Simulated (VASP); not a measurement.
Method: PBEsol GGA, VASP's PBE PAW potentials (set 64) (plane waves; VASP 6.6.1).

A VASP calculation is set up with these files.

### INCAR
```
! general
SYSTEM   =  CdS
PREC     =  Accurate
ENCUT    =  400
LREAL    =  .False.
LASPH    =  .True.

! electronic loop
EDIFF    =  1E-6
NELM     =  100
ALGO     =  Normal
LMAXMIX  =  4

! smearing
ISMEAR   =  0
SIGMA    =  0.05

! functional
GGA      =  PS

! ions
IBRION   =  2
NSW      =  60
ISIF     =  3
EDIFFG   =  -0.02

! output
LWAVE    =  .False.
LCHARG   =  .False.
```

### KPOINTS
```
Automatic mesh
0
Gamma
6 6 3
0 0 0
```

**POSCAR**
```
CdS
1
    2.0609773195    -3.5697172612     0.0000000000
    2.0609773195     3.5697172612     0.0000000000
   -0.0000000000     0.0000000000     6.6949327666
Cd S
2 2
Direct
  0.6666670000   0.3333330000   0.5000050941
  0.3333330000   0.6666670000   0.0000050941
  0.6666670000   0.3333330000   0.8769949059
  0.3333330000   0.6666670000   0.3769949059
```

POTCAR, in this order: Cd S (PBE.64 set). Program: vasp_std.

Output

OUTCAR:
```
 ion  position               nearest neighbor table
   1  0.667  0.333  0.500-   4 2.52   4 2.52   4 2.52   3 2.52
   2  0.333  0.667  0.000-   3 2.52   3 2.52   3 2.52   4 2.52
   3  0.667  0.333  0.877-   2 2.52   2 2.52   2 2.52   1 2.52
   4  0.333  0.667  0.377-   1 2.52   1 2.52   1 2.52   2 2.52
  LATTYP: Found a hexagonal cell.
 ALAT       =     4.1219544923
 C/A-ratio  =     1.6242131686
 Subroutine PRICEL returns:
 Original cell was already a primitive cell.
 Subroutine GETGRP returns: Found 12 space group operations
The static configuration has the point symmetry C_3v.
 The point group associated with its full space group is C_6v.
The dynamic configuration has the point symmetry C_3v.
 Subroutine INISYM returns: Found 12 space group operations
 Subroutine IBZKPT returns following result:
 Found     14 irreducible k-points:

 Following reciprocal coordinates:
            Coordinates               Weight
  0.000000  0.000000  0.000000      1.000000
  0.166667  0.000000  0.000000      6.000000
  0.333333  0.000000  0.000000      6.000000
  0.500000  0.000000  0.000000      3.000000
  0.166667  0.166667  0.000000      6.000000
...
```

**OSZICAR**
```
       N       E                     dE             d eps       ncg     rms          rms(c)
DAV:   1     0.216870839492E+03    0.21687E+03   -0.15667E+04   616   0.123E+03
DAV:   2    -0.265361172657E+01   -0.21952E+03   -0.21542E+03   682   0.329E+02
DAV:   3    -0.144952887982E+02   -0.11842E+02   -0.11799E+02   730   0.787E+01
DAV:   4    -0.146212764312E+02   -0.12599E+00   -0.12593E+00   720   0.806E+00
DAV:   5    -0.146234740596E+02   -0.21976E-02   -0.21975E-02   754   0.101E+00    0.117E+01
DAV:   6    -0.136546348140E+02    0.96884E+00   -0.23999E+00   804   0.178E+01    0.904E+00
DAV:   7    -0.136353810574E+02    0.19254E-01   -0.82133E-01   730   0.542E+00    0.377E+00
DAV:   8    -0.136265207070E+02    0.88604E-02   -0.13848E-01   770   0.408E+00    0.568E-01
DAV:   9    -0.136245849148E+02    0.19358E-02   -0.23899E-02   780   0.209E+00    0.171E-01
DAV:  10    -0.136244800848E+02    0.10483E-03   -0.16903E-03   772   0.480E-01    0.912E-02
DAV:  11    -0.136244985048E+02   -0.18420E-04   -0.11656E-04   718   0.768E-02    0.913E-02
DAV:  12    -0.136245034241E+02   -0.49193E-05   -0.11125E-05   730   0.170E-02    0.697E-02
DAV:  13    -0.136245752283E+02   -0.71804E-04   -0.96002E-05   640   0.511E-02    0.796E-02
DAV:  14    -0.136245675709E+02    0.76574E-05   -0.85215E-06   800   0.349E-02    0.557E-02
DAV:  15    -0.136245617208E+02    0.58502E-05   -0.33461E-05   664   0.257E-02    0.302E-02
DAV:  16    -0.136245618045E+02   -0.83768E-07   -0.80495E-07   458   0.697E-03
   1 F= -.13624562E+02 E0= -.13624562E+02  d E =-.136246E+02
       N       E                     dE             d eps       ncg     rms          rms(c)
DAV:   1    -0.136346144212E+02   -0.10053E-01   -0.21736E-01   658   0.526E+00    0.762E-01
DAV:   2    -0.136257594310E+02    0.88550E-02   -0.24241E-02   658   0.207E+00    0.269E-01
DAV:   3    -0.136248569705E+02    0.90246E-03   -0.28245E-03   700   0.490E-01    0.232E-01
DAV:   4    -0.136247322420E+02    0.12473E-03   -0.16010E-04   658   0.112E-01    0.498E-02
DAV:   5    -0.136247012400E+02    0.31002E-04   -0.10588E-04   778   0.125E-01    0.151E-02
DAV:   6    -0.136247009746E+02    0.26539E-06   -0.10418E-05   652   0.316E-02    0.582E-03
DAV:   7    -0.136247009514E+02    0.23257E-07   -0.10918E-07   362   0.257E-03
   2 F= -.13624701E+02 E0= -.13624701E+02  d E =-.139147E-03
       N       E                     dE             d eps       ncg     rms          rms(c)
DAV:   1    -0.136264537794E+02   -0.17528E-02   -0.36688E-02   658   0.215E+00    0.308E-01
DAV:   2    -0.136249462583E+02    0.15075E-02   -0.41410E-03   658   0.858E-01    0.108E-01
DAV:   3    -0.136247978566E+02    0.14840E-03   -0.48500E-04   700   0.201E-01    0.933E-02
DAV:   4    -0.136247859810E+02    0.11876E-04   -0.27229E-05   646   0.487E-02    0.200E-02
DAV:   5    -0.136247833938E+02    0.25872E-05   -0.18275E-05   736   0.519E-02    0.690E-03
DAV:   6    -0.136247840679E+02   -0.67415E-06   -0.17102E-06   362   0.132E-02
   3 F= -.13624784E+02 E0= -.13624784E+02  d E =-.222263E-03
```

### OUTCAR
```
------------------------ aborting loop because EDIFF is reached ----------------------------------------
  FORCE on cell =-STRESS in cart. coord.  units (eV):
  Direction    XX          YY          ZZ          XY          YZ          ZX
  --------------------------------------------------------------------------------------
  Total       -0.0086635     -0.0086635      0.0175191      0.0000000      0.0000000     -0.0000000
  in kB       -0.1404553     -0.1404553      0.2840247      0.0000000      0.0000000     -0.0000000
  external PRESSURE =       0.0010380 kB  Pullay stress =       0.0000000 kB
  volume of cell :       98.82
      direct lattice vectors                 reciprocal lattice vectors
     2.062952734 -3.573138779  0.000000000     0.242371040 -0.139932992  0.000000000
     2.062952734  3.573138779 -0.000000000     0.242371040  0.139932992  0.000000000
     0.000000000  0.000000000  6.703420767     0.000000000  0.000000000  0.149177567
  FREE ENERGIE OF THE ION-ELECTRON SYSTEM (eV)
  ---------------------------------------------------
  free  energy   TOTEN  =       -13.6247840679 eV

  energy  without entropy=      -13.6247840679  energy(sigma->0) =      -13.62478407

 reached required accuracy - stopping structural energy minimisation
```
(Selected blocks of OUTCAR.)

**CONTCAR**
```
CdS
   1.00000000000000
     2.0629527340050346   -3.5731387790015661    0.0000000000000000
     2.0629527340050346    3.5731387790015661   -0.0000000000000000
     0.0000000000000000    0.0000000000000000    6.7034207671637454
  Cd              S
     2     2
Direct
     0.6666669999999968    0.3333330000000032    0.5000177328073461
     0.3333330000000032    0.6666669999999968    0.0000177328073461
     0.6666669999999968    0.3333330000000032    0.8769822671926493
     0.3333330000000032    0.6666669999999968    0.3769822671926493
```

**OUTCAR**
```
 val. band max:        1.2467955830   @ k =   0.0000   0.0000   0.0000

 cond. band min:       2.3438474089   @ k =   0.0000   0.0000   0.0000


 Fermi energy:         1.4868697596

 k-point     1 :       0.0000    0.0000    0.0000
  band No.  band energies     occupation
      1     -11.1662      2.00000
      2     -10.7156      2.00000
      3      -6.4740      2.00000
      4      -6.4688      2.00000
      5      -6.4688      2.00000
      6      -6.3830      2.00000
      7      -6.3830      2.00000
      8      -6.0378      2.00000
      9      -6.0378      2.00000
     10      -5.9406      2.00000
     11      -5.9406      2.00000
     12      -5.5911      2.00000
     13      -3.2387      2.00000
     14       0.4650      2.00000
     15       0.4650      2.00000
     16       1.2041      2.00000
     17       1.2468      2.00000
     18       1.2468      2.00000
     19       2.3438      0.00000
     20       3.9164      0.00000
     21       7.6167      0.00000
     22       7.6167      0.00000

 k-point     2 :       0.1667    0.0000    0.0000
  band No.  band energies     occupation
      1     -11.0675      2.00000
      2     -10.6732      2.00000
      3      -6.4430      2.00000
      4      -6.4297      2.00000
      5      -6.3968      2.00000
      6      -6.3339      2.00000
      7      -6.3264      2.00000
      8      -6.0596      2.00000
      9      -6.0358      2.00000
     10      -5.9806      2.00000
     11      -5.9322      2.00000
     12      -5.5258      2.00000
     13      -3.0484      2.00000
     14      -0.5441      2.00000
     15       0.0015      2.00000
     16       0.1356      2.00000
     17       0.9955      2.00000
     18       1.0505      2.00000
     19       3.5221      0.00000
     20       4.8092      0.00000
     21       6.8895      0.00000
     22       7.9577      0.00000

 k-point     3 :       0.3333    0.0000    0.0000
  band No.  band energies     occupation
      1     -10.8538      2.00000
...
```

The compound is CdS in the wurtzite structure. This run relaxes it. Symmetry was kept, so distortions that lower it aren't found. The start is the result of an earlier pass.
